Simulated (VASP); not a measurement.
Data:

```
PbO2
1.0
    5.10701     0.00000     0.00000
    0.00000     5.10701     0.00000
    0.00000     0.00000     3.47841
Pb O
2 4
Direct
  0.00000   0.00000   0.00000
  0.50000   0.50000   0.50000
  0.30773   0.30773   0.00000
  0.80773   0.19227   0.50000
  0.19227   0.80773   0.50000
  0.69227   0.69227   0.00000
```

Computed with AM05 GGA, VASP's PBE PAW potentials (set 64) (plane waves; VASP). Settings: 520 eV cut-off, 5×5×7 Γ-centred mesh, Gaussian smearing of 0.050 eV, potentials Pb_d O.

Problem. The ions and cell shape at fixed volume are relaxed. Which structure does the run end with?

Solution. 
```
PbO2
1.0
    5.15759     0.00000     0.00000
    0.00000     5.15759     0.00000
    0.00000     0.00000     3.41051
Pb O
2 4
Direct
  0.00000   0.00000   0.00000
  0.50000   0.50000   0.50000
  0.30968   0.30968   0.00000
  0.80968   0.19032   0.50000
  0.19032   0.80968   0.50000
  0.69032   0.69032   0.00000
```
Space group P4_2/mnm (136), at a tolerance of 0.03 Å.

Problem. How much energy does the relaxation gain?

Solution. The energy (σ→0) changes by -3.2 meV/atom, in 5 ionic steps.

```csv
step,E(σ→0) (eV),max force (eV/Å),pressure (GPa),volume (Å³)
1,-32.6591,0.137,-6.74,90.72
2,-32.6717,0.070,-6.34,90.72
3,-32.6783,0.022,-5.71,90.72
4,-32.6784,0.026,-5.68,90.72
5,-32.6785,0.007,-5.69,90.72
```

The compound is PbO2 in the rutile structure. This cell is one point of a volume scan, at 1.06 of the reference volume. Symmetry was kept, so distortions that lower it aren't found.
